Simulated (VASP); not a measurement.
Method: PBE GGA, VASP's PBE PAW potentials (set 64) (plane waves; VASP).

Input for VASP

File POSCAR:
```
InAs
1
    0.0000000000     3.0906000000     3.0906000000
    3.0906000000     0.0000000000     3.0906000000
    3.0906000000     3.0906000000     0.0000000000
In As
1 1
Direct
  0.0000000000   0.0000000000   0.0000000000
  0.2500000000   0.2500000000   0.2500000000
```

File KPOINTS:
```
Automatic mesh
0
Gamma
7 7 7
0 0 0
```

**INCAR**
```
SYSTEM  =  InAs
PREC  =  Accurate; ENCUT  =  225; LREAL  =  .FALSE.
LASPH  =  .TRUE.
EDIFF  =  1E-6; NELM  =  100; ALGO  =  Normal
LMAXMIX  =  4
ISMEAR  =  0; SIGMA  =  0.05
GGA  =  PE
ISIF  =  2
LWAVE  =  .FALSE.; LCHARG  =  .FALSE.
```

POTCAR, in this order: In_d As (PBE.64 set). Program: vasp_std.

What VASP printed:

File OSZICAR:
```
       N       E                     dE             d eps       ncg     rms          rms(c)
DAV:   1     0.822245012646E+02    0.82225E+02   -0.56510E+03   528   0.759E+02
DAV:   2    -0.368734495784E+01   -0.85912E+02   -0.83625E+02   565   0.233E+02
DAV:   3    -0.788538042943E+01   -0.41980E+01   -0.41858E+01   640   0.582E+01
DAV:   4    -0.794946101006E+01   -0.64081E-01   -0.64063E-01   633   0.833E+00
DAV:   5    -0.795135228897E+01   -0.18913E-02   -0.18913E-02   638   0.115E+00    0.403E+00
DAV:   6    -0.771074600894E+01    0.24061E+00   -0.43719E-01   757   0.101E+01    0.226E+00
DAV:   7    -0.769111672934E+01    0.19629E-01   -0.12643E-01   717   0.296E+00    0.685E-01
DAV:   8    -0.769219947428E+01   -0.10827E-02   -0.11966E-02   590   0.137E+00    0.174E-01
DAV:   9    -0.769284870555E+01   -0.64923E-03   -0.11302E-03   620   0.386E-01    0.110E-01
DAV:  10    -0.769297277124E+01   -0.12407E-03   -0.15571E-04   618   0.138E-01    0.686E-02
DAV:  11    -0.769301757393E+01   -0.44803E-04   -0.14748E-04   570   0.118E-01    0.508E-02
DAV:  12    -0.769301900814E+01   -0.14342E-05   -0.10614E-05   550   0.236E-02    0.124E-02
DAV:  13    -0.769301925648E+01   -0.24834E-06   -0.21383E-06   612   0.762E-03
   1 F= -.76930193E+01 E0= -.76929068E+01  d E =-.224872E-03
```

**OUTCAR**
```
------------------------ aborting loop because EDIFF is reached ----------------------------------------
  FORCE on cell =-STRESS in cart. coord.  units (eV):
  Direction    XX          YY          ZZ          XY          YZ          ZX
  --------------------------------------------------------------------------------------
  Total       -0.6143444     -0.6143444     -0.6143444      0.0000000      0.0000000     -0.0000000
  in kB      -16.6710934    -16.6710934    -16.6710934      0.0000000      0.0000000     -0.0000000
  external PRESSURE =     -16.6710934 kB  Pullay stress =       0.0000000 kB
  volume of cell :       59.04
      direct lattice vectors                 reciprocal lattice vectors
     0.000000000  3.090600000  3.090600000    -0.161780884  0.161780884  0.161780884
     3.090600000  0.000000000  3.090600000     0.161780884 -0.161780884  0.161780884
     3.090600000  3.090600000  0.000000000     0.161780884  0.161780884 -0.161780884
  FREE ENERGIE OF THE ION-ELECTRON SYSTEM (eV)
  ---------------------------------------------------
  free  energy   TOTEN  =        -7.6930192565 eV

  energy  without entropy=       -7.6927943843  energy(sigma->0) =       -7.69290682
```
(Selected blocks of OUTCAR.)

At this cut-off the stress carries a Pulay error, which pulls relaxed volumes low.

The compound is InAs in the zinc blende structure. The cell was not relaxed at this level. The run is one of a series of settings (ENCUT = 225 against the base run), some of them coarse on purpose.
